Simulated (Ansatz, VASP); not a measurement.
**Ta3AsAu2O13 in VASP and in Ansatz**

INCAR

```
ALGO = Normal
EDIFF = 1E-6
ENCUT = 520
GGA = PE
ISIF = 2
ISMEAR = -1
KPAR = 4
LASPH = True
LCHARG = True
LREAL = False
LVHAR = True
LWAVE = False
NELM = 100
PREC = Accurate
SIGMA = 0.05
```

KPOINTS

```
k-points
0
Gamma
  6 5 3
```

Contents of POSCAR:

```
Ta3AsAu2O13
1.0
    5.4020100000     -0.0007700000     -0.0016200000
   -2.0172000000      5.6075800000     -0.0028400000
   -0.7182200000     -1.8635300000      8.4419600000
Ta As Au O
3 1 2 13
Direct
    0.3738600000      0.5888500000      0.5983100000
    0.4623600000      0.2662700000      0.1868900000
    0.7083000000      0.8674600000      0.0276100000
    0.9787700000      0.9823600000      0.6537100000
    0.1038800000      0.5399800000      0.1723700000
    0.6630200000      0.3202200000      0.8052200000
    0.0619600000      0.0357700000      0.1415800000
    0.9818200000      0.0145700000      0.8513000000
    0.1115200000      0.2705500000      0.6150800000
    0.1602700000      0.8119900000      0.5836400000
    0.4305500000      0.5336000000      0.0677700000
    0.9117100000      0.6127500000      0.9808100000
    0.6040600000      0.1575400000      0.9862600000
    0.5556500000      0.9871300000      0.2098400000
    0.3075600000      0.4547300000      0.3500600000
    0.7966800000      0.5055600000      0.2865900000
    0.6638000000      0.8813100000      0.5510600000
    0.4714500000      0.7175100000      0.8174200000
    0.6527900000      0.4518400000      0.6144900000
```

Contents of input.yaml:

```yaml
crystal:
  lattice:
    - [5.40201, -0.00077, -0.00162]
    - [-2.0172, 5.60758, -0.00284]
    - [-0.71822, -1.86353, 8.44196]
  atoms:
    - { symbol: Ta, position: [0.37386, 0.58885, 0.59831] }
    - { symbol: Ta, position: [0.46236, 0.26627, 0.18689] }
    - { symbol: Ta, position: [0.7083, 0.86746, 0.02761] }
    - { symbol: As, position: [0.97877, 0.98236, 0.65371] }
    - { symbol: Au, position: [0.10388, 0.53998, 0.17237] }
    - { symbol: Au, position: [0.66302, 0.32022, 0.80522] }
    - { symbol: O, position: [0.06196, 0.03577, 0.14158] }
    - { symbol: O, position: [0.98182, 0.01457, 0.8513] }
    - { symbol: O, position: [0.11152, 0.27055, 0.61508] }
    - { symbol: O, position: [0.16027, 0.81199, 0.58364] }
    - { symbol: O, position: [0.43055, 0.5336, 0.06777] }
    - { symbol: O, position: [0.91171, 0.61275, 0.98081] }
    - { symbol: O, position: [0.60406, 0.15754, 0.98626] }
    - { symbol: O, position: [0.55565, 0.98713, 0.20984] }
    - { symbol: O, position: [0.30756, 0.45473, 0.35006] }
    - { symbol: O, position: [0.79668, 0.50556, 0.28659] }
    - { symbol: O, position: [0.6638, 0.88131, 0.55106] }
    - { symbol: O, position: [0.47145, 0.71751, 0.81742] }
    - { symbol: O, position: [0.65279, 0.45184, 0.61449] }
hamiltonian:
  xc: pbe
  pseudopotentials: { kind: nc, accuracy: standard }
kpoints:
  mp_grid: { grid: [6, 5, 3] }
scf:
  occupations: { method: fermi_dirac, width: 0.05 }
output:
  forces: true
  stress: true
  eigenvalues: true
```

The cell was built by a generator and needn't be a form met in nature.

Alike in both runs: functional PBE; k mesh 6 × 5 × 3; occupations fermi-dirac, width 0.05 eV; no spin polarisation.

|  | VASP | Ansatz |
| --- | --- | --- |
| version | VASP 6.6.1 | Ansatz 0.2.0 |
| potentials or method | VASP PAW PBE potentials, release 64 (Ta_pv, As, Au, O) | PseudoDojo standard (PBE files) |
| plane-wave cutoff (eV) | 520 | 1143 |
| valence electrons in the cell | 138 | 170 |
| task | electrostatic potential | single point |

Ansatz gave:

```
gap on the k mesh at the Fermi level (eV)       : 0.51
least direct gap on the mesh (eV)               : 0.58
pressure (GPa)                                  : -0.7
largest component of the traceless stress (GPa) : 0.04
rms of the force components (eV/Å)              : 0.035
```

Estimate VASP's values.

gap on the k mesh at the Fermi level (eV): 0.51; least direct gap on the mesh (eV): 0.58; pressure (GPa): 1.0; largest component of the traceless stress (GPa): 0.17; rms of the force components (eV/Å): 0.096.

Atom by atom the forces differ by 0.112 eV/Å (rms over components). With one functional, cell and mesh, what is left measures potentials, basis and numerics. The two sets of potentials don't hold the same shells in valence.

Caveats: spin-orbit coupling is left out, which moves the levels of the heavy elements; an odd mesh through Γ misses points on the zone boundary, where band edges often lie (VASP); odd divisions of the mesh miss points on the zone boundary, where band edges often lie, so the gap on the mesh can be too wide (Ansatz).
